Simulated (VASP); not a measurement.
A convergence study with VASP on BN (zinc blende): one setting is varied, all else stays as given below, so the limit is that of these other settings.

```
CELL_PARAMETERS angstrom
      0.00000     1.80750     1.80750
      1.80750     0.00000     1.80750
      1.80750     1.80750     0.00000
ATOMIC_POSITIONS crystal
  B  0.00000 0.00000 0.00000
  N  0.25000 0.25000 0.25000
```

Calculation: PBEsol GGA, VASP's PBE PAW potentials (set 64) (plane waves; VASP 6.6.1). The tightest run used: 700 eV cut-off, 24×24×24 Γ-centred mesh, Gaussian smearing of 0.010 eV, potentials B N.

```json
[
 {"setting": "4×4×4 mesh", "mean ε∞": "5.32", "irreducible k-points": "8"},
 {"setting": "6×6×6 mesh", "mean ε∞": "4.75", "irreducible k-points": "16"},
 {"setting": "8×8×8 mesh", "mean ε∞": "4.66", "irreducible k-points": "29"}
]
```

These are the cheaper rows. Estimate the results at 24×24×24 mesh, and how far the last row shown lies from them.

```csv
quantity,tightest run,last row shown is off by
mean ε∞,4.64,0.02
```

Left out are rungs that failed or repeat a setting and relaxations that didn't move; long series are thinned to 24 rows.

The compound is BN in the zinc blende structure. The cell was not relaxed at this level.
